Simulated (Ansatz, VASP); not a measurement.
# Cross-check of Si2O3 (amorphous SiO1.50) between VASP and Ansatz

Wanted: the spread between two codes on one cell, functional and k mesh. The structure shown is the start of the Ansatz relaxation below; VASP solves that cell, so the two are compared at the walk's first step.

Main program and level: Ansatz 0.2.0; plane waves, with VASP 6.6.1 beside it; single point at PBE.

### Step 1. The starting structure

The cell holds 85 atoms: 34 Si and 51 O. Cell: a = 10.982 Å, b = 10.982 Å, c = 10.982 Å, α = 90.0°, β = 90.0°, γ = 90.0°. 85 atoms (34 Si, 51 O) packed at random and pushed apart as soft spheres at 2.22 g/cm^3; MD (Langevin at fixed volume unless said) with the MACE-MP-0b2 small potential (Batatia et al., arXiv:2401.00096), steps of 1.5 fs: 0.525 ps at 3200 K, 3200 to 1920 K in 0.525 ps, 1920 to 300 K in 1.5 ps; then atoms relaxed.

### Step 2. Ansatz: relaxation, PBE

Ansatz runs on its default PAW (the set named soft_2) files.

The two programs are compared at the cell with which this relaxation starts, whose forces are those of its first step.

input.yaml

```yaml
crystal:
  lattice:
    - [10.98226, 0.0, 0.0]
    - [0.0, 10.98226, 0.0]
    - [0.0, 0.0, 10.98226]
  atoms:
    - { symbol: Si, position: [0.26251, 0.90365, 0.22347] }
    - { symbol: Si, position: [0.47593, 0.28873, 0.94606] }
    - { symbol: Si, position: [0.12977, 0.47621, 0.77417] }
    - { symbol: Si, position: [0.11677, 0.82861, 0.99406] }
    - { symbol: Si, position: [0.59223, 0.13416, 0.1765] }
    - { symbol: Si, position: [0.53022, 0.70657, 0.0148] }
    - { symbol: Si, position: [0.75212, 0.05948, 0.78749] }
    - { symbol: Si, position: [0.07279, 0.08985, 0.48694] }
    - { symbol: Si, position: [0.4397, 0.36683, 0.47236] }
    - { symbol: Si, position: [0.17772, 0.83691, 0.49827] }
    - { symbol: Si, position: [0.35656, 0.45326, 0.64661] }
    - { symbol: Si, position: [0.35237, 0.11617, 0.73815] }
    - { symbol: Si, position: [0.31505, 0.50934, 0.99557] }
    - { symbol: Si, position: [0.72685, 0.33696, 0.88541] }
    - { symbol: Si, position: [0.82444, 0.50301, 0.29854] }
    - { symbol: Si, position: [0.90187, 0.16545, 0.5848] }
    - { symbol: Si, position: [0.41398, 0.71976, 0.60981] }
    - { symbol: Si, position: [0.76054, 0.99388, 0.07604] }
    - { symbol: Si, position: [0.50453, 0.75809, 0.21622] }
    - { symbol: Si, position: [0.50169, 0.90192, 0.80445] }
    - { symbol: Si, position: [0.40234, 0.12771, 0.29613] }
    - { symbol: Si, position: [0.43641, 0.07333, 0.51533] }
    - { symbol: Si, position: [0.90697, 0.02006, 0.91912] }
    - { symbol: Si, position: [0.90291, 0.96017, 0.30469] }
    - { symbol: Si, position: [0.89829, 0.54604, 0.86725] }
    - { symbol: Si, position: [0.44296, 0.61641, 0.35574] }
    - { symbol: Si, position: [0.20259, 0.53269, 0.26205] }
    - { symbol: Si, position: [0.99493, 0.69798, 0.35643] }
    - { symbol: Si, position: [0.72956, 0.6982, 0.02817] }
    - { symbol: Si, position: [0.06479, 0.19847, 0.75442] }
    - { symbol: Si, position: [0.65607, 0.89049, 0.42782] }
    - { symbol: Si, position: [0.8649, 0.43597, 0.0935] }
    - { symbol: Si, position: [0.69485, 0.28699, 0.40527] }
    - { symbol: Si, position: [0.27137, 0.2804, 0.37429] }
    - { symbol: O, position: [0.80398, 0.44277, 0.81339] }
    - { symbol: O, position: [0.14648, 0.88482, 0.13315] }
    - { symbol: O, position: [0.07405, 0.34096, 0.79875] }
    - { symbol: O, position: [0.27766, 0.78026, 0.5917] }
    - { symbol: O, position: [0.37633, 0.82643, 0.17153] }
    - { symbol: O, position: [0.48192, 0.47342, 0.37205] }
    - { symbol: O, position: [0.62156, 0.98958, 0.79173] }
    - { symbol: O, position: [0.95916, 0.49264, 0.99605] }
    - { symbol: O, position: [0.56707, 0.28298, 0.48328] }
    - { symbol: O, position: [0.99719, 0.13088, 0.87065] }
    - { symbol: O, position: [0.87672, 0.60995, 0.38437] }
    - { symbol: O, position: [0.20432, 0.47421, 0.64569] }
    - { symbol: O, position: [0.73404, 0.2062, 0.82034] }
    - { symbol: O, position: [0.78005, 0.55667, 0.15396] }
    - { symbol: O, position: [0.42106, 0.21134, 0.83233] }
    - { symbol: O, position: [0.53875, 0.20701, 0.05362] }
    - { symbol: O, position: [0.01108, 0.56972, 0.77426] }
    - { symbol: O, position: [0.78402, 0.96688, 0.39285] }
    - { symbol: O, position: [0.87208, 0.02185, 0.17518] }
    - { symbol: O, position: [0.56433, 0.99873, 0.49119] }
    - { symbol: O, position: [0.59133, 0.85854, 0.29107] }
    - { symbol: O, position: [0.29296, 0.61036, 0.34932] }
    - { symbol: O, position: [0.01528, 0.03977, 0.35844] }
    - { symbol: O, position: [0.29672, 0.04843, 0.22368] }
    - { symbol: O, position: [0.75716, 0.84008, 0.06688] }
    - { symbol: O, position: [0.13234, 0.96755, 0.55412] }
    - { symbol: O, position: [0.36859, 0.37104, 0.00525] }
    - { symbol: O, position: [0.81927, 0.66483, 0.90986] }
    - { symbol: O, position: [0.94379, 0.81708, 0.28616] }
    - { symbol: O, position: [0.40945, 0.59042, 0.68141] }
    - { symbol: O, position: [0.7246, 0.4316, 0.3762] }
    - { symbol: O, position: [0.99406, 0.8996, 0.9427] }
    - { symbol: O, position: [0.91604, 0.4021, 0.22936] }
    - { symbol: O, position: [0.23418, 0.86205, 0.3633] }
    - { symbol: O, position: [0.47622, 0.6995, 0.4771] }
    - { symbol: O, position: [0.58437, 0.378, 0.89395] }
    - { symbol: O, position: [0.78118, 0.33432, 0.02703] }
    - { symbol: O, position: [0.50737, 0.82958, 0.93173] }
    - { symbol: O, position: [0.67399, 0.22264, 0.27148] }
    - { symbol: O, position: [0.81978, 0.05723, 0.65355] }
    - { symbol: O, position: [0.50003, 0.8105, 0.68787] }
    - { symbol: O, position: [0.22014, 0.52048, 0.88296] }
    - { symbol: O, position: [0.06436, 0.73956, 0.48121] }
    - { symbol: O, position: [0.17786, 0.19386, 0.45755] }
    - { symbol: O, position: [0.19223, 0.39158, 0.30866] }
    - { symbol: O, position: [0.37542, 0.98176, 0.80002] }
    - { symbol: O, position: [0.42569, 0.60539, 0.98065] }
    - { symbol: O, position: [0.07688, 0.61304, 0.26689] }
    - { symbol: O, position: [0.24239, 0.53756, 0.12059] }
    - { symbol: O, position: [0.20645, 0.14934, 0.7343] }
    - { symbol: O, position: [0.80945, 0.23679, 0.48707] }
kpoints:
  mp_grid: { grid: [1, 1, 1] }
hamiltonian:
  xc: pbe
scf:
  occupations: { method: fermi_dirac, width: 0.025 }
output:
  forces: true
relax:
  f_tol: 0.04
  max_steps: 250
  cell: {}
```

Run with:

```bash
> ansatz run input.yaml --threads 4 --pin off --max-ram 8192MiB --backend cpu --events-out ev --progress --plain --runs-dir out
```

Numbers of over 12 decimals in the logs are rounded to 6 here.

What it wrote:

```text
Engine: ansatz 0.2.0, aarch64-unknown-linux-gnu
Pseudopotentials: kind: paw
Pseudopotential: Si, paw, valence charge 4, recommended cutoff 420 eV (normal), Si.paw.azcp
Pseudopotential: O, paw, valence charge 6, recommended cutoff 420 eV (normal), O.paw.azcp
Functional definition: PBE
  parameter kappa = 0.804
  parameter beta = 0.066725
  exchange = pbe_x(kappa = kappa, mu = beta*pi^2/3)
  correlation = pbe_c(beta = beta)
Crystal: 85 atoms, lattice volume = 1324.571 Å³
Basis set: ecut = 420 eV, 25725 PW (Γ), exchange–correlation on 150×150×150 points (8 copies of the dense FFT grid, shifted against one another)
Bands: 306, of which v1, the nominal top of the filled ones, is band 221 counted from 1 (220 counted from 0)
Symmetry: 1 space group operations
Space group: P1 (ITA 1), of the structure as read, at distance tolerance 1.1e-4 Å
k-points: 1
Non-local potential: Si, projectors of the file, l = 0: 2, l = 1: 2, l = 2: 2
Non-local potential: O, projectors of the file, l = 0: 2, l = 1: 2, l = 2: 1
PAW form: soft (Blöchl's): semilocal exchange-correlation on the pseudo side does not see the compensation charge
PAW one-centre angular grid: Si, 110 points (default); XC on 64 Gauss nodes
PAW one-centre angular grid: O, 110 points (default); XC on 64 Gauss nodes
Initial density: superposition of atomic densities (neutral atoms: chi_scale 0, normalization atom), corrected by the library's trained network
Initial wavefunctions: pseudopotential atomic-orbital guess
Functional: x = pbe(κ = 0.804, μ = 0.219515), c = pbe(β = 0.066725)
SCF iter   1: F=—  HF=-50616.701597 eV  |F-HF|=—  |Δ(HF+E_count)|=         —  Δρ=8.43e-3  dr2=3.08e0  ethr=1.77e-3  ⟨swp⟩=6.0  Hψ=1462  notcnv=0  defer=51
preconditioner: auto → Resta (q_TF=auto, 2.272 Å⁻¹)  ε∞=3.1  [insulator: Δε(μ)=0.382 eV  Ē_g=14.792 eV  σ=0.025 eV  W_gap=1.00  n_scr=250 (ndim 8)  ℏωp=21.5 eV  f_vac=0.178  D(μ)=0.08/eV (n_scr^D=0)  ε∞_Penn≈3.1]
SCF iter   2: F=—  HF=-50616.070140 eV  |F-HF|=—  |Δ(HF+E_count)|=   6.31e-1  Δρ=8.70e-3  dr2=3.66e0  ethr=6.97e-4  ⟨swp⟩=2.0  Hψ=361  notcnv=0  defer=77
preconditioner: auto → LDOS  [metal: Δε(μ)=0.041 eV  Ē_g=14.730 eV  σ=0.025 eV  W_gap=0.39  n_scr=250 (ndim 8)  ℏωp=21.4 eV  f_vac=0.178  D(μ)=33.98/eV (n_scr^D=250)  β→1.0]
SCF iter   3: F=—  HF=-50616.061330 eV  |F-HF|=—  |Δ(HF+E_count)|=   8.81e-3  Δρ=4.21e-3  dr2=9.56e-1  ethr=6.97e-4  ⟨swp⟩=1.0  Hψ=352  notcnv=0  defer=77
SCF iter   4: F=—  HF=-50616.239983 eV  |F-HF|=—  |Δ(HF+E_count)|=   1.79e-1  Δρ=1.21e-2  dr2=1.10e1  ethr=2.16e-4  ⟨swp⟩=3.0  Hψ=387  notcnv=0  defer=77  recentre
SCF iter   5: F=—  HF=-50615.987676 eV  |F-HF|=—  |Δ(HF+E_count)|=   2.52e-1  Δρ=3.26e-3  dr2=5.99e-1  ethr=2.16e-4  ⟨swp⟩=3.0  Hψ=369  notcnv=0  defer=77
SCF iter   6: F=—  HF=-50615.932298 eV  |F-HF|=—  |Δ(HF+E_count)|=   5.54e-2  Δρ=1.88e-3  dr2=2.19e-1  ethr=1.36e-4  ⟨swp⟩=2.0  Hψ=239  notcnv=0  defer=77
SCF iter   7: F=—  HF=-50615.922145 eV  |F-HF|=—  |Δ(HF+E_count)|=   1.02e-2  Δρ=2.40e-3  dr2=3.01e-1  ethr=4.95e-5  ⟨swp⟩=1.0  Hψ=352  notcnv=0  defer=77
SCF iter   8: F=—  HF=-50615.921997 eV  |F-HF|=—  |Δ(HF+E_count)|=   1.48e-4  Δρ=1.53e-3  dr2=1.37e-1  ethr=4.95e-5  ⟨swp⟩=2.0  Hψ=230  notcnv=0  defer=77
SCF iter   9: F=—  HF=-50615.915525 eV  |F-HF|=—  |Δ(HF+E_count)|=   6.47e-3  Δρ=7.97e-4  dr2=3.69e-2  ethr=3.09e-5  ⟨swp⟩=1.0  Hψ=229  notcnv=0  defer=77
SCF iter  10: F=—  HF=-50615.913494 eV  |F-HF|=—  |Δ(HF+E_count)|=   2.03e-3  Δρ=3.30e-4  dr2=5.88e-3  ethr=8.35e-6  ⟨swp⟩=2.0  Hψ=230  notcnv=0  defer=77
SCF iter  11: F=—  HF=-50615.913282 eV  |F-HF|=—  |Δ(HF+E_count)|=   2.12e-4  Δρ=2.50e-4  dr2=3.53e-3  ethr=1.33e-6  ⟨swp⟩=1.0  Hψ=229  notcnv=0  defer=77
SCF iter  12: F=—  HF=-50615.913162 eV  |F-HF|=—  |Δ(HF+E_count)|=   1.20e-4  Δρ=8.10e-5  dr2=1.90e-4  ethr=7.99e-7  ⟨swp⟩=2.0  Hψ=230  notcnv=0  defer=77
SCF iter  13: F=—  HF=-50615.913163 eV  |F-HF|=—  |Δ(HF+E_count)|=   1.33e-6  Δρ=9.50e-5  dr2=3.95e-4  ethr=4.29e-8  ⟨swp⟩=2.0  Hψ=392  notcnv=0  defer=77
SCF iter  14: F=—  HF=-50615.913152 eV  |F-HF|=—  |Δ(HF+E_count)|=   1.16e-5  Δρ=3.02e-5  dr2=1.75e-5  ethr=4.29e-8  ⟨swp⟩=2.0  Hψ=232  notcnv=0  defer=77
SCF iter  15: F=—  HF=-50615.911202 eV  |F-HF|=—  |Δ(HF+E_count)|=   1.95e-3  Δρ=1.77e-5  dr2=4.97e-6  ethr=3.95e-9  ⟨swp⟩=3.0  Hψ=525  notcnv=0  defer=77
SCF iter  16: F=—  HF=-50615.911201 eV  |F-HF|=—  |Δ(HF+E_count)|=   1.94e-7  Δρ=1.46e-5  dr2=5.75e-6  ethr=1.12e-9  ⟨swp⟩=3.0  Hψ=488  notcnv=0  defer=77
SCF iter  17: F=—  HF=-50615.911201 eV  |F-HF|=—  |Δ(HF+E_count)|=   2.88e-7  Δρ=8.58e-6  dr2=1.18e-6  ethr=1.12e-9  ⟨swp⟩=2.0  Hψ=231  notcnv=0  defer=77
SCF iter  18: F=—  HF=-50615.911201 eV  |F-HF|=—  |Δ(HF+E_count)|=   8.70e-8  Δρ=5.89e-6  dr2=5.02e-7  ethr=2.66e-10  ⟨swp⟩=2.0  Hψ=401  notcnv=0  defer=77
[...]
atom  64  O     -0.00083146    -0.00905202    -0.00082724
  atom  65  O     -0.00772572     0.00188466     0.00073438
  atom  66  O     -0.00668247     0.00423942    -0.00009784
  atom  67  O      0.00289133    -0.00248068    -0.00013130
  atom  68  O     -0.01855581    -0.01156474    -0.00210371
  atom  69  O      0.00691458     0.00160694    -0.00480285
  atom  70  O      0.01837772    -0.00681441     0.00239381
  atom  71  O      0.00241440    -0.00041624    -0.00075805
  atom  72  O     -0.00435608     0.00055310     0.00366718
  atom  73  O      0.00013476    -0.01017519     0.00032331
  atom  74  O     -0.00076147    -0.00461607    -0.00037581
  atom  75  O      0.00517985    -0.00498056    -0.01416876
  atom  76  O     -0.01631862     0.01865541     0.01805684
  atom  77  O      0.00137038     0.00488985    -0.00529781
  atom  78  O      0.00057456     0.01274389    -0.01061828
  atom  79  O      0.00918968    -0.00486921     0.00306541
  atom  80  O     -0.00214938    -0.00258329     0.00830931
  atom  81  O     -0.00282475     0.00550610    -0.00412142
  atom  82  O      0.00872646    -0.00022545     0.00273531
  atom  83  O     -0.00588752    -0.00244500    -0.00471379
  atom  84  O     -0.00250505     0.01374235    -0.01178964
  atom  85  O      0.01145479     0.00228165     0.00831481
  max |Σ_I F_I| component: 1.65e-5 eV/Å
--- Stress (GPa, compression-positive) ---
       -0.016528       0.005369      -0.003477
        0.005367       0.029515      -0.017239
       -0.003476      -0.017240       0.019101
  P = ⅓ Tr σ = 0.0107 GPa (0.107 kbar)
--- Relaxed structure (39 steps of the walk, 34 accepted, 2 SCFs on fresh bases) ---
  F+E_penalty+E_count = -50618.81820653 eV   max|allowed force component| = 2.475e-2 eV/Å   (the final SCF, on the basis selected at the relaxed cell)
  cell:  # Å, volume = 1320.0484 Å³
    - [10.745877, 0.00253996, -0.059677]
    - [0.00253996, 11.119706, -0.130378]
    - [-0.059677, -0.130378, 11.049124]
  atoms:
    - { symbol: Si, position: [0.257013, 0.886851, 0.226809] }
    - { symbol: Si, position: [0.475610, 0.292168, 0.953103] }
    - { symbol: Si, position: [0.128248, 0.478118, 0.772912] }
    - { symbol: Si, position: [0.111799, 0.827044, 0.989590] }
    - { symbol: Si, position: [0.593331, 0.138702, 0.178239] }
    - { symbol: Si, position: [0.504004, 0.740776, 0.00700579] }
    - { symbol: Si, position: [0.758007, 0.058147, 0.779397] }
    - { symbol: Si, position: [0.082477, 0.075816, 0.472170] }
    - { symbol: Si, position: [0.435220, 0.384365, 0.470715] }
    - { symbol: Si, position: [0.184167, 0.828195, 0.499019] }
    - { symbol: Si, position: [0.363142, 0.437356, 0.668225] }
    - { symbol: Si, position: [0.356590, 0.149442, 0.723596] }
    - { symbol: Si, position: [0.314650, 0.518758, 0.995857] }
    - { symbol: Si, position: [0.728734, 0.335599, 0.878274] }
    - { symbol: Si, position: [0.820315, 0.486092, 0.308019] }
    - { symbol: Si, position: [0.916823, 0.147202, 0.589233] }
    - { symbol: Si, position: [0.417070, 0.703551, 0.621141] }
    - { symbol: Si, position: [0.766958, 1.019588, 0.082085] }
    - { symbol: Si, position: [0.514166, 0.763697, 0.222223] }
    - { symbol: Si, position: [0.489843, 0.914536, 0.792815] }
    - { symbol: Si, position: [0.398573, 0.126718, 0.289847] }
    - { symbol: Si, position: [0.468032, 0.121514, 0.507534] }
    - { symbol: Si, position: [0.911635, 0.035757, 0.921643] }
    - { symbol: Si, position: [0.900971, 0.939858, 0.313700] }
    - { symbol: Si, position: [0.890865, 0.552770, 0.863577] }
    - { symbol: Si, position: [0.456536, 0.610178, 0.360744] }
    - { symbol: Si, position: [0.203925, 0.529527, 0.260619] }
    - { symbol: Si, position: [0.988279, 0.687893, 0.364565] }
    - { symbol: Si, position: [0.708915, 0.759273, -0.058107] }
    - { symbol: Si, position: [0.059499, 0.208297, 0.760165] }
    - { symbol: Si, position: [0.658989, 0.889067, 0.452876] }
    - { symbol: Si, position: [0.849946, 0.440238, 0.098055] }
    - { symbol: Si, position: [0.703995, 0.270988, 0.418242] }
    - { symbol: Si, position: [0.271067, 0.278904, 0.363986] }
    - { symbol: O, position: [0.797255, 0.447154, 0.810390] }
    - { symbol: O, position: [0.140828, 0.876517, 0.131511] }
    - { symbol: O, position: [0.066169, 0.349021, 0.805582] }
    - { symbol: O, position: [0.281119, 0.765781, 0.592111] }
    - { symbol: O, position: [0.371146, 0.804953, 0.172949] }
    - { symbol: O, position: [0.500541, 0.467091, 0.361569] }
    - { symbol: O, position: [0.627009, 0.983628, 0.796787] }
    - { symbol: O, position: [0.930084, 0.520641, 1.004014] }
    - { symbol: O, position: [0.559128, 0.268966, 0.486630] }
    - { symbol: O, position: [1.012806, 0.140061, 0.884009] }
    - { symbol: O, position: [0.876234, 0.593485, 0.394345] }
    - { symbol: O, position: [0.204672, 0.469732, 0.647170] }
    - { symbol: O, position: [0.735721, 0.206363, 0.805919] }
    - { symbol: O, position: [0.749589, 0.527416, 0.178019] }
    - { symbol: O, position: [0.416408, 0.196128, 0.856664] }
    - { symbol: O, position: [0.541740, 0.221787, 0.065504] }
    - { symbol: O, position: [0.00776318, 0.570965, 0.774693] }
    - { symbol: O, position: [0.790436, 0.964477, 0.407828] }
    - { symbol: O, position: [0.868857, 0.00256703, 0.187968] }
    - { symbol: O, position: [0.576216, 1.019318, 0.507478] }
    - { symbol: O, position: [0.589484, 0.868839, 0.297259] }
    - { symbol: O, position: [0.304330, 0.596081, 0.350422] }
    - { symbol: O, position: [0.032124, 0.00665782, 0.349449] }
    - { symbol: O, position: [0.302199, 0.025161, 0.232834] }
[...]
- { symbol: O, position: [0.169567, 0.192191, 0.437010] }
    - { symbol: O, position: [0.192399, 0.387414, 0.295564] }
    - { symbol: O, position: [0.379260, 1.001330, 0.747188] }
    - { symbol: O, position: [0.423153, 0.620246, 0.976833] }
    - { symbol: O, position: [0.077819, 0.607875, 0.276602] }
    - { symbol: O, position: [0.241838, 0.545463, 0.120640] }
    - { symbol: O, position: [0.201753, 0.164449, 0.722393] }
    - { symbol: O, position: [0.816289, 0.226387, 0.505925] }
```

In the SCF lines HF is the Harris–Foulkes energy and dr2 the Hartree energy of the density residual, in eV; the loop may stop once dr2 is under the threshold and the program's other checks hold. Hψ counts applications of the Hamiltonian.

(Continued in part 2 of 2.)

[Lines on the potential files, build, host, timing and source positions are cut from VASP's logs without a mark.]

[Logs are printed without paths, hosts, clocks, repeated set-up lines and the standing remarks that a program may print on its own settings, such as how far it seeks lower states.]

[Hosts, paths, dates, database ids (printed as entryN), source tags and the programs' standing remarks are cut or masked in the printed files.]
